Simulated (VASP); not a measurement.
Input:

```yaml
crystal:
  lattice:
    - [-1.44579, 1.44579, 1.44579]
    - [1.44579, -1.44579, 1.44579]
    - [1.44579, 1.44579, -1.44579]
  atoms:
    - { symbol: Fe, position: [0.00000, 0.00000, 0.00000], spin: 2.3 }
```

Method: RPBE GGA, VASP's PBE PAW potentials (set 64) (plane waves; VASP). Run with 520 eV cut-off, 18×18×18 Γ-centred mesh, first-order Methfessel-Paxton smearing of 0.10 eV, potentials Fe.

Question: Give the stress tensor in GPa (positive for a compressed cell).

Answer: 
```
-4.54   0.00   0.00
 0.00  -4.54   0.00
 0.00   0.00  -4.54
```
The pressure is its mean diagonal, -4.54 GPa.

The compound is Fe in the bcc structure. This cell is one point of a volume scan, at 1.03 of the reference volume.
